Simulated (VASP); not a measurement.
Consider the following.

```
TiS2
1.0
    1.70617    -2.95518     0.00000
    1.70617     2.95518     0.00000
    0.00000     0.00000     5.70026
Ti S
1 2
Direct
  0.00000   0.00000   0.00000
  0.33333   0.66667   0.24964
  0.66667   0.33333   0.75036
```

Method: optB88-vdW, VASP's PBE PAW potentials (set 64) (plane waves; VASP). Settings: 520 eV cut-off, 9×9×5 Γ-centred mesh, first-order Methfessel-Paxton smearing of 0.10 eV, potentials Ti_sv S.

Q: Estimate the energy per atom (σ→0), band gap (on the k-mesh) with the smallest direct gap where there is one.

A: 
```
Property                                                     Value
------------------------  ----------------------------------------
band gap (on the k-mesh)  none (metal, semimetal or under 0.01 eV)
energy per atom (σ→0)                       -453.8 kJ/mol of atoms
```

Only differences to runs with the same potentials and settings are physical.

The compound is TiS2 in the 1T layered structure. It was relaxed first. The start is the result of an earlier pass.
